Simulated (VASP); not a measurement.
An input for Ansatz (written as the equivalent of a VASP run, and not itself run):

Ansatz 0.2 input:
```yaml
crystal:
  lattice:
    - [0.0000000, 2.5587006, 2.5587006]
    - [2.5587006, 0.0000000, 2.5587006]
    - [2.5587006, 2.5587006, 0.0000000]
  atoms:
    - { symbol: Mg, position: [0.0000000, 0.0000000, 0.0000000] }
    - { symbol: S, position: [0.5000000, 0.5000000, 0.5000000] }
kpoints:
  mp_grid: { grid: [10, 10, 10] }
hamiltonian:
  xc: lda
  pseudopotentials: { kind: paw }
scf:
  occupations: { method: tetrahedron }
  max_iter: 100
output: { forces: true, stress: true, eigenvalues: true }
```

Question: Translate this input to VASP (INCAR, KPOINTS, POSCAR, choice of POTCAR).

Answer: Several could match; the one computed here: 
### POSCAR
```
MgS
1
    0.0000000000     2.5587005931     2.5587005931
    2.5587005931     0.0000000000     2.5587005931
    2.5587005931     2.5587005931     0.0000000000
Mg S
1 1
Direct
  0.0000000000   0.0000000000   0.0000000000
  0.5000000000   0.5000000000   0.5000000000
```

INCAR:
```
# general
SYSTEM = MgS
PREC   = Accurate
ENCUT  = 520
LREAL  = .False.
LASPH  = .True.   # aspherical one-centre terms

# electronic loop
EDIFF  = 1E-7   # SCF stop (eV)
NELM   = 100
ALGO   = Normal   # blocked Davidson

# smearing
ISMEAR = -5   # tetrahedra, Bloechl

# ions
ISIF   = 2   # forces and stress, cell fixed

# output
LWAVE  = .False.
LCHARG = .True.
LORBIT = 11
NEDOS  = 601
```

### KPOINTS
```
Automatic mesh
0
Gamma
10 10 10
0 0 0
```

POTCAR, in this order: Mg S (LDA.64 set). Program: vasp_std.

Limits of the translation: each code has its own PAW files, so the cut-off isn't converted (ENCUT is set for VASP's; basis.ecutwfc is left out, and Ansatz then takes the one that its files recommend); Ansatz stops its SCF on the density residual and VASP on the energy change (EDIFF); Ansatz's lda is the Perdew-Wang form, while the LDA potentials of VASP carry Perdew-Zunger's.

The compound is MgS in the rock salt structure. It was relaxed first.
